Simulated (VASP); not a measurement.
Calculation: TPSS meta-GGA, VASP's PBE PAW potentials (set 64) (plane waves; VASP 6.6.1).

Input for VASP

INCAR:
```
ALGO  =  All
EDIFF  =  1E-7
ENCUT  =  520
ISIF  =  2
ISMEAR  =  0
LASPH  =  .TRUE.
LCHARG  =  .FALSE.
LMAXMIX  =  4
LMIXTAU  =  .TRUE.
LORBIT  =  11
LREAL  =  .FALSE.
LWAVE  =  .FALSE.
METAGGA  =  TPSS
NEDOS  =  601
NELM  =  200
PREC  =  Accurate
SIGMA  =  0.05
SYSTEM  =  CdTe
```

KPOINTS:
```
Automatic mesh
0
Gamma
8 8 8
0 0 0
```

POSCAR:
```
CdTe
6.6127060
  0.0000000000   0.4999999830   0.4999999830
  0.4999999830   0.0000000000   0.4999999830
  0.4999999830   0.4999999830   0.0000000000
Cd Te
1 1
Cart
  0.0000000000   0.0000000000   0.0000000000
  0.2499999915   0.2499999915   0.2499999915
```

File KPOINTS_OPT:
```
k-points along high-symmetry lines
10
Line-mode
Reciprocal
  0.000000   0.000000   0.000000 ! GAMMA
 -0.500000  -0.500000   0.000000 ! X

 -0.500000  -0.500000   0.000000 ! X
 -0.375000  -0.375000   0.250000 ! U

 -0.375000  -0.000000   0.375000 ! K
  0.000000   0.000000   0.000000 ! GAMMA

  0.000000   0.000000   0.000000 ! GAMMA
  0.000000   0.000000   0.500000 ! L

  0.000000   0.000000   0.500000 ! L
 -0.500000  -0.250000   0.250000 ! W

 -0.500000  -0.250000   0.250000 ! W
 -0.500000  -0.500000   0.000000 ! X
```

POTCAR, in this order: Cd Te (PBE.64 set). Program: vasp_std.

What VASP printed:

OSZICAR:
```
       N       E                     dE             d eps       ncg     rms           ort
DAV:   1     0.833848364410E+02    0.83385E+02   -0.86265E+03   377   0.124E+03
DAV:   2    -0.198032181066E+02   -0.10319E+03   -0.99103E+02   377   0.277E+02
DAV:   3    -0.238911393018E+02   -0.40879E+01   -0.40789E+01   377   0.577E+01
DAV:   4    -0.239283635870E+02   -0.37224E-01   -0.37219E-01   377   0.491E+00
DAV:   5    -0.239284617010E+02   -0.98114E-04   -0.98114E-04   377   0.242E-01
SDA:   6    -0.204353248280E+02    0.34931E+01   -0.98114E-04   377   0.234E+01   0.000E+00
CGA:   7    -0.208317762538E+02   -0.39645E+00   -0.39782E+00   377   0.237E+00   0.122E-01
CGA:   8    -0.209306079303E+02   -0.98832E-01   -0.98964E-01   377   0.258E-01  -0.624E-03
CGA:   9    -0.209387776354E+02   -0.81697E-02   -0.81488E-02   377   0.339E-02   0.218E-03
CGA:  10    -0.209403268455E+02   -0.15492E-02   -0.15473E-02   377   0.134E-02   0.937E-05
CGA:  11    -0.209407727199E+02   -0.44587E-03   -0.44355E-03   377   0.245E-03   0.290E-04
CGA:  12    -0.209408539624E+02   -0.81243E-04   -0.82962E-04   377   0.301E-04  -0.237E-04
CGA:  13    -0.209408620750E+02   -0.81125E-05   -0.80007E-05   377   0.346E-05   0.395E-05
CGA:  14    -0.209408633191E+02   -0.12442E-05   -0.12127E-05   377   0.670E-06   0.773E-06
CGA:  15    -0.209408636767E+02   -0.35757E-06   -0.37158E-06   377   0.246E-06  -0.795E-07
SDA:  16    -0.209408636782E+02   -0.14697E-08   -0.25959E-07   377   0.135E-06   0.143E-06
   1 F= -.20940864E+02 E0= -.20940864E+02  d E =-.176444E-10
       N       E                     dE             ncg
       N       E                     dE             ncg
       N       E                     dE             ncg
```

### OUTCAR
```
------------------------ aborting loop because EDIFF is reached ----------------------------------------
  FORCE on cell =-STRESS in cart. coord.  units (eV):
  Direction    XX          YY          ZZ          XY          YZ          ZX
  --------------------------------------------------------------------------------------
  Total       -0.0134874     -0.0134874     -0.0134874      0.0000000     -0.0000000     -0.0000000
  in kB       -0.2989248     -0.2989248     -0.2989248      0.0000000     -0.0000000     -0.0000000
  external PRESSURE =      -0.2989248 kB  Pullay stress =       0.0000000 kB
  volume of cell :       72.29
      direct lattice vectors                 reciprocal lattice vectors
     0.000000000  3.306352888  3.306352888    -0.151224027  0.151224027  0.151224027
     3.306352888  0.000000000  3.306352888     0.151224027 -0.151224027  0.151224027
     3.306352888  3.306352888  0.000000000     0.151224027  0.151224027 -0.151224027
  FREE ENERGIE OF THE ION-ELECTRON SYSTEM (eV)
  ---------------------------------------------------
  free  energy   TOTEN  =       -20.9408636782 eV

  energy  without entropy=      -20.9408636782  energy(sigma->0) =      -20.94086368

 total charge

# of ion       s       p       d       tot
------------------------------------------
    1        0.448   0.279   9.516  10.243
    2        1.338   2.049   0.017   3.404
--------------------------------------------------
tot          1.786   2.328   9.533  13.647
```
(Selected blocks of OUTCAR.)

**OUTCAR**
```
 val. band max:        1.7738265130   @ k =   0.0000   0.0000   0.0000

 cond. band min:       2.5876410943   @ k =   0.0000   0.0000   0.0000


 Fermi energy:         1.9739573662

 k-point     1 :       0.0000    0.0000    0.0000
  band No.  band energies     occupation
      1      -9.1632      2.00000
      2      -6.3368      2.00000
      3      -6.3368      2.00000
      4      -6.3368      2.00000
      5      -6.1180      2.00000
      6      -6.1180      2.00000
      7       1.7738      2.00000
      8       1.7738      2.00000
      9       1.7738      2.00000
     10       2.5876      0.00000
     11       6.5644      0.00000
     12       6.5644      0.00000
     13       6.5644      0.00000

 k-point     2 :       0.1250    0.0000    0.0000
  band No.  band energies     occupation
      1      -9.1109      2.00000
      2      -6.3273      2.00000
      3      -6.3273      2.00000
      4      -6.2941      2.00000
      5      -6.1186      2.00000
      6      -6.1186      2.00000
      7       0.6352      2.00000
      8       1.6524      2.00000
      9       1.6524      2.00000
     10       3.4329      0.00000
     11       6.5362      0.00000
     12       6.7607      0.00000
     13       6.7607      0.00000

 k-point     3 :       0.2500    0.0000    0.0000
  band No.  band energies     occupation
      1      -8.9840      2.00000
      2      -6.3061      2.00000
      3      -6.3061      2.00000
      4      -6.1553      2.00000
      5      -6.1178      2.00000
      6      -6.1178      2.00000
      7      -0.7725      2.00000
      8       1.3919      2.00000
      9       1.3919      2.00000
     10       3.8278      0.00000
     11       7.0814      0.00000
     12       7.0814      0.00000
     13       7.2322      0.00000

 k-point     4 :       0.3750    0.0000    0.0000
  band No.  band energies     occupation
      1      -8.8581      2.00000
      2      -6.2885      2.00000
      3      -6.2885      2.00000
...
```

The all-band solver leaves the empty bands unoptimised. Unless said otherwise, spin-orbit coupling is left out, though it shifts the bands of the heavy elements here.

The compound is CdTe in the zinc blende structure. It was relaxed first, which changed the volume by +6 %.
